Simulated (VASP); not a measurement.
Here is the system:

```
La2O3
1.0
    1.93084    -3.34431     0.00000
    1.93084     3.34431     0.00000
    0.00000     0.00000     5.78172
La O
2 3
Direct
  0.33333   0.66667   0.24020
  0.66667   0.33333   0.75980
  0.00000   0.00000   0.00000
  0.33333   0.66667   0.64934
  0.66667   0.33333   0.35066
```

The numbers are results of LDA (Ceperley-Alder, Perdew-Zunger), VASP's LDA PAW potentials (set 64) (plane waves; VASP), not measurements. Settings: 620 eV cut-off, 7×7×4 Γ-centred mesh, Gaussian smearing of 0.050 eV, potentials La O.

Energy and stress use the plane-wave basis of the starting cell.

**Question.** The ions, cell shape and volume at an external pressure of 10.0 GPa are relaxed. What does this cell relax into?

**Answer.** 
```
La2O3
1.0
    1.92299    -3.33072     0.00000
    1.92299     3.33072     0.00000
    0.00000     0.00000     5.63882
La O
2 3
Direct
  0.33333   0.66667   0.23696
  0.66667   0.33333   0.76304
  0.00000   0.00000   0.00000
  0.33333   0.66667   0.65243
  0.66667   0.33333   0.34757
```
Space group P-3m1 (164), at a tolerance of 0.03 Å.

**Question.** How do energy and volume change from the first to the last step?

**Answer.** The energy (σ→0) changes by +22.6 meV/atom and the volume by -3.3 %, in 11 ionic steps.

The compound is La2O3 in the a-type structure. This run relaxes it under an external pressure of 10 GPa. Symmetry was kept, so distortions that lower it aren't found.
